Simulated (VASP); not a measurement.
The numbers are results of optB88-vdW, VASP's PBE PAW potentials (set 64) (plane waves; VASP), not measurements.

VASP input:

File POSCAR:
```
BN
1.0
  1.2552984450  -2.1742410774   0.0000000000
  1.2552984450   2.1742410774   0.0000000000
  0.0000000000   0.0000000000   6.6238441398
B N
2 2
Cartesian
  1.2552984450   0.7247484753   1.6559610350
  1.2552984450  -0.7247484753   4.9678831049
  1.2552984450  -0.7247484753   1.6559610350
  1.2552984450   0.7247484753   4.9678831049
```

**INCAR**
```
SYSTEM  =  BN
PREC  =  Accurate; ENCUT  =  520; LREAL  =  .False.
LASPH  =  .True.
EDIFF  =  1E-7; NELM  =  100; ALGO  =  Normal
ISMEAR  =  -5
GGA  =  BO; LUSE_VDW  =  .True.; AGGAC  =  0.0
PARAM1  =  0.1833333333; PARAM2  =  0.22
ISIF  =  2
LWAVE  =  .False.; LCHARG  =  .True.; LORBIT  =  11
NEDOS  =  601
LEFG  =  .True.
```

File KPOINTS:
```
Automatic mesh
0
gamma
  11 11 4
0 0 0
```

POTCAR, in this order: B N (PBE.64 set). Program: vasp_std.

The resulting files:

### OSZICAR
```
       N       E                     dE             d eps       ncg     rms          rms(c)
DAV:   1     0.694528121535E+02    0.69453E+02   -0.84163E+03  1152   0.123E+03
DAV:   2    -0.304565661843E+02   -0.99909E+02   -0.91886E+02  1624   0.265E+02
DAV:   3    -0.349768103877E+02   -0.45202E+01   -0.44894E+01  1468   0.619E+01
DAV:   4    -0.350263872677E+02   -0.49577E-01   -0.49536E-01  1408   0.683E+00
DAV:   5    -0.350271398950E+02   -0.75263E-03   -0.75252E-03  1460   0.836E-01    0.117E+01
DAV:   6    -0.315324300818E+02    0.34947E+01   -0.94787E+00  1312   0.253E+01    0.498E+00
DAV:   7    -0.312669042496E+02    0.26553E+00   -0.52131E-01  1428   0.635E+00    0.314E+00
DAV:   8    -0.311830776438E+02    0.83827E-01   -0.33411E-01  1400   0.437E+00    0.416E-01
DAV:   9    -0.311789775514E+02    0.41001E-02   -0.12237E-02  1376   0.101E+00    0.191E-01
DAV:  10    -0.311793841276E+02   -0.40658E-03   -0.99841E-04  1376   0.307E-01    0.369E-02
DAV:  11    -0.311794035195E+02   -0.19392E-04   -0.12452E-04  1444   0.101E-01    0.200E-02
DAV:  12    -0.311794037267E+02   -0.20718E-06   -0.23695E-05  1352   0.446E-02    0.260E-03
DAV:  13    -0.311794038061E+02   -0.79456E-07   -0.59627E-07  1448   0.796E-03
   1 F= -.31179404E+02 E0= -.31179404E+02  d E =0.000000E+00
```

File OUTCAR:
```
------------------------ aborting loop because EDIFF is reached ----------------------------------------
  FORCE on cell =-STRESS in cart. coord.  units (eV):
  Direction    XX          YY          ZZ          XY          YZ          ZX
  --------------------------------------------------------------------------------------
  Total       -0.0068086     -0.0068086     -0.0816758      0.0000000     -0.0000000      0.0000000
  in kB       -0.3017007     -0.3017008     -3.6191702      0.0000000     -0.0000000      0.0000000
  external PRESSURE =      -1.4075239 kB  Pullay stress =       0.0000000 kB
  volume of cell :       36.16
      direct lattice vectors                 reciprocal lattice vectors
     1.255298445 -2.174241077  0.000000000     0.398311654 -0.229965299  0.000000000
     1.255298445  2.174241077  0.000000000     0.398311654  0.229965299  0.000000000
     0.000000000  0.000000000  6.623844140     0.000000000  0.000000000  0.150969736
  FREE ENERGIE OF THE ION-ELECTRON SYSTEM (eV)
  ---------------------------------------------------
  free  energy   TOTEN  =       -31.1794038061 eV

  energy  without entropy=      -31.1794038061  energy(sigma->0) =      -31.17940381

 total charge

# of ion       s       p       d       tot
------------------------------------------
    1        0.733   1.407   0.000   2.140
    2        0.733   1.407   0.000   2.140
    3        1.221   2.805   0.000   4.026
    4        1.221   2.805   0.000   4.026
--------------------------------------------------
tot          3.909   8.424   0.000  12.333

 Electric field gradients after diagonalization (V/A^2)
 (convention: |V_zz| > |V_xx| > |V_yy|)
----------------------------------------------------------------------
 ion       V_xx      V_yy      V_zz     asymmetry (V_yy - V_xx)/ V_zz
----------------------------------------------------------------------
   1     -18.075   -18.075    36.150       0.000
   2     -18.075   -18.075    36.150       0.000
   3      -1.958    -1.957     3.915       0.000
   4      -1.958    -1.957     3.915       0.000
```
(Selected blocks of OUTCAR.)

The compound is BN in the hex structure. It was relaxed first.
